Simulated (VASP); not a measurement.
Here is the system:

```yaml
crystal:
  lattice:
    - [3.18365, 0.00000, 0.00000]
    - [0.00000, 3.18365, 0.00000]
    - [0.00000, 0.00000, 3.18365]
  atoms:
    - { symbol: In, position: [0.50000, 0.50000, 0.50000] }
    - { symbol: Pd, position: [0.00000, 0.00000, 0.00000] }
```

Method: MS2 meta-GGA, VASP's PBE PAW potentials (set 64) (plane waves; VASP 6.6.1). Settings: 520 eV cut-off, 11×11×11 Γ-centred mesh, first-order Methfessel-Paxton smearing of 0.10 eV, potentials In_d Pd.

Give the stress tensor in GPa (positive for a compressed cell).

```
9.99  0.00  0.00
0.00  9.99  0.00
0.00  0.00  9.99
```
The pressure is its mean diagonal, 9.99 GPa.

The compound is PdIn in the CsCl type structure. This cell is one point of a volume scan, at 0.94 of the reference volume. The electron count is odd and the run is not spin-polarised, which forces a metal.
